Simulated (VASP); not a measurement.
Calculation: PBEsol GGA, VASP's PBE PAW potentials (set 64) (plane waves; VASP).

VASP ran on this input.

### INCAR
```
# general
SYSTEM  = NaTlO
PREC    = Accurate
ENCUT   = 520   # plane-wave cut-off (eV)
LREAL   = .False.   # projection in real space or not
LASPH   = .True.   # aspherical one-centre terms
NBANDS  = 93

# electronic loop
EDIFF   = 1E-7   # SCF stop (eV)
NELM    = 100
ALGO    = Normal
LMAXMIX = 4

# smearing
ISMEAR  = 0   # Gaussian
SIGMA   = 0.01   # width (eV)

# functional
GGA     = PS

# output
LWAVE   = .False.
LCHARG  = .False.
NEDOS   = 1001   # DOS grid

# other
LOPTICS = .True.
CSHIFT  = 0.1
```

File KPOINTS:
```
Automatic mesh
0
Gamma
17 17 5
0 0 0
```

File POSCAR:
```
NaTlO
3.4667470
  1.0000000473   0.0000000000   0.0000000000
 -0.5000000237   0.8660253719   0.0000000000
  0.0000000000   0.0000000000   3.2932287733
Na Tl O
2 2 2
Cart
  0.5000005237   0.2886748353   2.9406276204
 -0.0000005000   0.5773505366   1.2940132338
 -0.0000005000   0.5773505366   0.3809036134
  0.5000005237   0.2886748353   2.0275180001
  0.0000000000   0.0000000000   3.2649592453
  0.0000000000   0.0000000000   1.6183448587
```

POTCAR, in this order: Na_pv Tl_d O (PBE.64 set). Program: vasp_std.

Output

**OSZICAR**
```
       N       E                     dE             d eps       ncg     rms          rms(c)
DAV:   1     0.482712940725E+03    0.48271E+03   -0.19392E+04 18438   0.600E+02
DAV:   2     0.182611937287E+02   -0.46445E+03   -0.41623E+03 18950   0.208E+02
DAV:   3    -0.291255755841E+02   -0.47387E+02   -0.46099E+02 21168   0.641E+01
DAV:   4    -0.300568685052E+02   -0.93129E+00   -0.92939E+00 21484   0.856E+00
DAV:   5    -0.300673792874E+02   -0.10511E-01   -0.10509E-01 22084   0.905E-01    0.138E+01
DAV:   6    -0.249446767309E+02    0.51227E+01   -0.11589E+01 21653   0.145E+01    0.108E+01
DAV:   7    -0.242983814750E+02    0.64630E+00   -0.17663E+00 21156   0.308E+00    0.465E+00
DAV:   8    -0.241850027416E+02    0.11338E+00   -0.58725E-01 20486   0.185E+00    0.129E+00
DAV:   9    -0.241684461538E+02    0.16557E-01   -0.47421E-02 21420   0.622E-01    0.346E-01
DAV:  10    -0.241705599260E+02   -0.21138E-02   -0.51596E-03 20968   0.199E-01    0.150E-01
DAV:  11    -0.241702583978E+02    0.30153E-03   -0.88413E-04 22060   0.716E-02    0.360E-02
DAV:  12    -0.241703730562E+02   -0.11466E-03   -0.15259E-04 20389   0.350E-02    0.122E-02
DAV:  13    -0.241703794963E+02   -0.64401E-05   -0.12067E-05 22660   0.104E-02    0.613E-03
DAV:  14    -0.241703807948E+02   -0.12985E-05   -0.34197E-06 20402   0.482E-03    0.124E-03
DAV:  15    -0.241703808667E+02   -0.71880E-07   -0.28744E-07 22444   0.134E-03
   1 F= -.24170381E+02 E0= -.24170381E+02  d E =-.114806E-27
 imaginary and real dielectric function
```

### OUTCAR
```
------------------------ aborting loop because EDIFF is reached ----------------------------------------
  FORCE on cell =-STRESS in cart. coord.  units (eV):
  Direction    XX          YY          ZZ          XY          YZ          ZX
  --------------------------------------------------------------------------------------
  Total        0.0221798      0.0221798     -0.0214227     -0.0000000      0.0000000      0.0000000
  in kB        0.2990538      0.2990538     -0.2888454     -0.0000000      0.0000000      0.0000000
  external PRESSURE =       0.1030874 kB  Pullay stress =       0.0000000 kB
  volume of cell :      118.83
      direct lattice vectors                 reciprocal lattice vectors
     3.466747164  0.000000000  0.000000000     0.288454840  0.166539494  0.000000000
    -1.733373582  3.002290860  0.000000000     0.000000000  0.333078988  0.000000000
     0.000000000  0.000000000 11.416790970     0.000000000  0.000000000  0.087590287
 POSITION                                       TOTAL-FORCE (eV/Angst)
 -----------------------------------------------------------------------------------
      1.73338      1.00076     10.19441        -0.000000      0.000000     -0.009143
     -0.00000      2.00153      4.48602         0.000000     -0.000000     -0.009143
     -0.00000      2.00153      1.32050         0.000000      0.000000      0.007472
      1.73338      1.00076      7.02889        -0.000000      0.000000      0.007472
      0.00000      0.00000     11.31879        -0.000000      0.000000      0.001672
      0.00000      0.00000      5.61039         0.000000     -0.000000      0.001672
 -----------------------------------------------------------------------------------
    total drift:                                0.000476     -0.000274      0.000330
  FREE ENERGIE OF THE ION-ELECTRON SYSTEM (eV)
  ---------------------------------------------------
  free  energy   TOTEN  =       -24.1703808667 eV

  energy  without entropy=      -24.1703808667  energy(sigma->0) =      -24.17038087

 plasma frequency squared (from intraband transitions) (eV^2)
  --------------------------------------------------------------------------------------
       0.000      -0.000       0.000
      -0.000       0.000       0.000
      -0.000       0.000       0.000

 plasma frequency squared (from interband transitions, int dw w eps(2)(w)) (eV^2)
  --------------------------------------------------------------------------------------
     392.555       0.000      -0.000      -0.000       0.000      -0.000
      -0.000       0.000     392.555       0.000      -0.000       0.000
       0.000       0.000      -0.000      -0.000     391.013       0.000
```
(Selected blocks of OUTCAR.)

The structure comes from a computed database's NaTlO entry (P6_3mc); how it stands against other phases isn't given here. It was relaxed first.
